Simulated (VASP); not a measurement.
Wanted: the native input for a VASP 6.6.1 run.

```
Task                   : relaxation of the atoms
Functional             : SCAN
Dispersion             : D3(BJ)
Potentials or basis    : VASP PAW PBE potentials, release 64 (N, Mg, Br, H)
Cutoff                 : 520 eV
k mesh                 : 1 × 1 × 1
Occupations            : gaussian, width 0.01 eV
Spin                   : no spin polarisation
Further INCAR settings : ALGO = Normal; EDIFF = 1e-06; IBRION = 2; EDIFFG = -0.02; NSW = 60
```

The structure of NMgBrH2 lies in POSCAR:

```
MgH2BrN
1.0
   13.0000000000      0.0000000000      0.0000000000
    0.0000000000     13.0000000000      0.0000000000
    0.0000000000      0.0000000000     12.0000000000
N Mg Br H
1 1 1 2
Direct
    0.4124576900      0.5605000000      0.4635500000
    0.5136115400      0.4752615400      0.5255583300
    0.6396346200      0.3690615400      0.6027833300
    0.3979730800      0.6341692300      0.4847666700
    0.3623653800      0.5411461500      0.4028833300
```

These files were run (other wordings do the same):

INCAR

```
PREC = Accurate ; ENCUT = 520
EDIFF = 1E-6 ; ISMEAR = 0
SIGMA = 0.01 ; LREAL = F
LASPH = T ; NELM = 80
ALGO = Normal ; ISIF = 2
LWAVE = F ; LCHARG = F
METAGGA = SCAN ; LMIXTAU = T
IVDW = 12 ; IBRION = 2
NSW = 60 ; EDIFFG = -0.02
```

KPOINTS

```
Automatic mesh
0
Gamma
  1 1 1
```

Potentials or basis: VASP PAW PBE potentials, release 64 (N, Mg, Br, H).

Command:

```console
$ cat potpaw_PBE.64/N/POTCAR potpaw_PBE.64/Mg/POTCAR potpaw_PBE.64/Br/POTCAR potpaw_PBE.64/H/POTCAR > POTCAR
$ mpirun -np 1 vasp_gam > vasp.out
```

Results of the run:

```yaml
Energy_gained_by_relaxing: 0.2 meV/atom
Ionic_steps: 7
Largest_force_after_relaxing: 0.009 eV/Å
Gap_between_the_frontier_levels: 3.93 eV
Dispersion_energy_per_atom: -0.003 eV
```

Caveat: the PAW data sets were made with another functional, which shifts forces and pressure a little.

It took 37 min on 1 thread of AMD EPYC 9R45 96-Core Processor (Zen 5), with other jobs on the host, peak memory 2.1 GiB.
